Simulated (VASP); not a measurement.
Computed with LDA (Ceperley-Alder, Perdew-Zunger), VASP's LDA PAW potentials (set 64) (plane waves; VASP).

VASP input:

File KPOINTS:
```
Automatic mesh
0
Gamma
7 7 10
0 0 0
```

File POSCAR:
```
CrO2
1
    4.3561277457     0.0000000000     0.0000000000
   -0.0000000000     4.3561277457     0.0000000000
    0.0000000000     0.0000000000     2.8598898582
Cr O
2 4
Direct
  0.0000000000   1.0000000000   0.0000000000
  0.5000000000   0.5000000000   0.5000000000
  0.3029228866   0.3029228866   0.0000000000
  0.8029228866   0.1970771134   0.5000000000
  0.1970771134   0.8029228866   0.5000000000
  0.6970771134   0.6970771134   1.0000000000
```

INCAR:
```
SYSTEM=CrO2
PREC=Accurate; ENCUT=520; LREAL=.False.
LASPH=.True.
EDIFF=1E-8; NELM=100; ALGO=Normal
LMAXMIX=4
ISMEAR=1; SIGMA=0.1
MAGMOM=2.0 2.0 -0.0 -0.0 -0.0 -0.0
ISPIN=2
IBRION=1; NSW=30; ISIF=2
EDIFFG=-0.001
LWAVE=.False.; LCHARG=.False.; LORBIT=10
```

POTCAR, in this order: Cr_pv O (LDA.64 set). Program: vasp_std.

### Question
What will the output report for the number of irreducible k-points (NKPTS), largest plane-wave count, number of space-group operations, FFT grid (NGX, NGY, NGZ)?

### Answer

* **number of irreducible k-points (NKPTS)**: 60
* **largest plane-wave count**: 1482
* **number of space-group operations**: 16
* **FFT grid (NGX, NGY, NGZ)**: 32 × 32 × 24

The compound is CrO2 in the rutile structure. This run relaxes the ions in a fixed cell. Symmetry was kept, so distortions that lower it aren't found. The start is the result of an earlier pass.
